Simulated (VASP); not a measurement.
All values below come from PBE GGA, VASP's PBE PAW potentials (set 64) (plane waves; VASP).

VASP ran on this input.

### POSCAR
```
GaPt3
4.694810
 -0.3790080962   0.3790080962   0.8442190419
  0.3790080962  -0.3790080962   0.8442190419
  0.3790080962   0.3790080962  -0.8442190419
Pt Ga
3 1
Direct
  0.5000000000   0.5000000000   0.0000000000
  0.7500000000   0.2500000000   0.5000000000
  0.2500000000   0.7500000000   0.5000000000
  0.0000000000   0.0000000000   0.0000000000
```

**INCAR**
```
# general
SYSTEM   =  GaPt3
PREC     =  Accurate
ENCUT    =  300
LREAL    =  .FALSE.
LASPH    =  .TRUE.

# electronic loop
EDIFF    =  1E-6
NELM     =  100
ALGO     =  Normal
LMAXMIX  =  6

# smearing
ISMEAR   =  -1
SIGMA    =  0.1

# functional
GGA      =  PE

# ions
ISIF     =  2

# output
LWAVE    =  .FALSE.
LCHARG   =  .FALSE.
```

**KPOINTS**
```
Automatic mesh
0
G
7 7 7
0 0 0
```

POTCAR, in this order: Pt Ga_d (PBE.64 set). Program: vasp_std.

The run wrote:

### OUTCAR
```
 ion  position               nearest neighbor table
   1  0.500  0.500  0.000-   4 2.52   4 2.52   4 2.52   4 2.52   3 2.66   2 2.66   3 2.66   2 2.66
                             3 2.66   3 2.66   2 2.66   2 2.66
   2  0.750  0.250  0.500-   3 2.52   3 2.52   3 2.52   3 2.52   4 2.66   1 2.66   4 2.66   4 2.66
                             1 2.66   1 2.66   4 2.66   1 2.66
   3  0.250  0.750  0.500-   2 2.52   2 2.52   2 2.52   2 2.52   4 2.66   1 2.66   4 2.66   1 2.66
                             4 2.66   4 2.66   1 2.66   1 2.66
   4  0.000  0.000  0.000-   1 2.52   1 2.52   1 2.52   1 2.52   3 2.66   2 2.66   3 2.66   3 2.66
                             2 2.66   2 2.66   3 2.66   2 2.66
  LATTYP: Found a body centered tetragonal cell.
 ALAT       =     3.5587420000
 C/A-ratio  =     2.2274432932
 Subroutine PRICEL returns:
 Original cell was already a primitive cell.
 Subroutine GETGRP returns: Found 16 space group operations
The static configuration has the point symmetry D_4h.
The dynamic configuration has the point symmetry D_4h.
 Subroutine INISYM returns: Found 16 space group operations
 Subroutine IBZKPT returns following result:
 Found     40 irreducible k-points:

 Following reciprocal coordinates:
            Coordinates               Weight
  0.000000  0.000000  0.000000      1.000000
  0.142857  0.000000 -0.000000      8.000000
...
```

### OSZICAR
```
       N       E                     dE             d eps       ncg     rms          rms(c)
DAV:   1     0.268880269639E+03    0.26888E+03   -0.15648E+04  2176   0.187E+03
DAV:   2    -0.183208319051E+01   -0.27071E+03   -0.26397E+03  2299   0.402E+02
DAV:   3    -0.203550542620E+02   -0.18523E+02   -0.17876E+02  2255   0.964E+01
DAV:   4    -0.208948765553E+02   -0.53982E+00   -0.53451E+00  2286   0.155E+01
DAV:   5    -0.209071263096E+02   -0.12250E-01   -0.12237E-01  2716   0.237E+00    0.341E+01
DAV:   6    -0.200622758116E+02    0.84485E+00   -0.19457E+00  2195   0.985E+00    0.187E+01
DAV:   7    -0.198822798624E+02    0.18000E+00   -0.29512E-01  2820   0.739E+00    0.417E+00
DAV:   8    -0.198716319762E+02    0.10648E-01   -0.30315E-02  2152   0.180E+00    0.378E-01
DAV:   9    -0.198702493900E+02    0.13826E-02   -0.70435E-03  2338   0.973E-01    0.141E-01
DAV:  10    -0.198701420645E+02    0.10733E-03   -0.10384E-03  2641   0.405E-01    0.342E-02
DAV:  11    -0.198701431099E+02   -0.10454E-05   -0.85021E-05  2798   0.107E-01    0.141E-02
DAV:  12    -0.198701428322E+02    0.27774E-06   -0.85195E-06  2165   0.272E-02
   1 F= -.19870143E+02 E0= -.19825100E+02  d E =-.900852E-01
```

**OUTCAR**
```
------------------------ aborting loop because EDIFF is reached ----------------------------------------
  FORCE on cell =-STRESS in cart. coord.  units (eV):
  Direction    XX          YY          ZZ          XY          YZ          ZX
  --------------------------------------------------------------------------------------
  Total       28.0192165     28.0192165     17.3475346      0.0000000      0.0000000      0.0000000
  in kB      894.3353499    894.3353499    553.7097517      0.0000000      0.0000000      0.0000000
  external PRESSURE =     780.7934839 kB  Pullay stress =       0.0000000 kB
  volume of cell :       50.20
      direct lattice vectors                 reciprocal lattice vectors
    -1.779371000  1.779371000  3.963448000     0.000000000  0.280998173  0.126152784
     1.779371000 -1.779371000  3.963448000     0.280998173  0.000000000  0.126152784
     1.779371000  1.779371000 -3.963448000     0.280998173  0.280998173  0.000000000
 POSITION                                       TOTAL-FORCE (eV/Angst)
 -----------------------------------------------------------------------------------
      0.00000      0.00000      3.96345         0.000000     -0.000000      0.000000
      0.00000      1.77937      1.98172        -0.000000     -0.000000     -0.000000
      1.77937      0.00000      1.98172         0.000000      0.000000     -0.000000
      0.00000      0.00000      0.00000         0.000000     -0.000000      0.000000
 -----------------------------------------------------------------------------------
    total drift:                                0.000000     -0.000000      0.000000
  FREE ENERGIE OF THE ION-ELECTRON SYSTEM (eV)
  ---------------------------------------------------
  free  energy   TOTEN  =       -19.8701428322 eV

  energy  without entropy=      -19.7800576534  energy(sigma->0) =      -19.82510024
```
(Selected blocks of OUTCAR.)

**OUTCAR**
```
 val. band max:       13.7982739914   @ k =  -0.2857   0.1429   0.0000

 cond. band min:      13.8352458921   @ k =  -0.4286   0.1429   0.0000


 Fermi energy:        13.8187825722

 k-point     1 :       0.0000    0.0000    0.0000
  band No.  band energies     occupation
      1      -1.8573      2.00000
      2      -1.8227      2.00000
      3      -1.7901      2.00000
      4      -1.7189      2.00000
      5      -1.7189      2.00000
      6       0.6842      2.00000
      7       5.3875      2.00000
      8       5.7504      2.00000
      9       6.2540      2.00000
     10       7.5579      2.00000
     11       7.5579      2.00000
     12       8.5820      2.00000
     13       8.9222      2.00000
     14       8.9222      2.00000
     15      10.6354      2.00000
     16      10.7204      2.00000
     17      11.1318      2.00000
     18      12.1145      2.00000
     19      12.6198      1.99999
     20      12.6198      1.99999
     21      13.6307      1.73531
     22      15.6595      0.00000
     23      18.3461      0.00000
     24      18.6589      0.00000
     25      18.6589      0.00000

 k-point     2 :       0.1429    0.0000   -0.0000
  band No.  band energies     occupation
      1      -1.8382      2.00000
      2      -1.8073      2.00000
      3      -1.7724      2.00000
      4      -1.7259      2.00000
      5      -1.7205      2.00000
      6       1.0604      2.00000
      7       5.4700      2.00000
      8       6.1365      2.00000
      9       6.4425      2.00000
     10       7.2315      2.00000
     11       7.4938      2.00000
     12       8.3905      2.00000
     13       8.9552      2.00000
     14       8.9833      2.00000
     15      10.5139      2.00000
     16      10.5547      2.00000
     17      10.8998      2.00000
     18      11.4480      2.00000
     19      12.4261      2.00000
     20      13.2585      1.99266
     21      14.0977      0.11584
     22      14.8163      0.00009
     23      16.6281      0.00000
...
```

At this cut-off the stress carries a Pulay error, which pulls relaxed volumes low. Unless said otherwise, spin-orbit coupling is left out, though it shifts the bands of the heavy elements here.

The structure was generated: GaPt3 was put into an ordered model structure, which need not be its known phase. The cell was not relaxed at this level, and its volume differs by -5.9 % from the start's. The k-mesh is coarse (spacing up to 0.36 per Å, 2π included), so the numbers may not be converged in it. The electron count is odd and the run is not spin-polarised, which forces a metal.
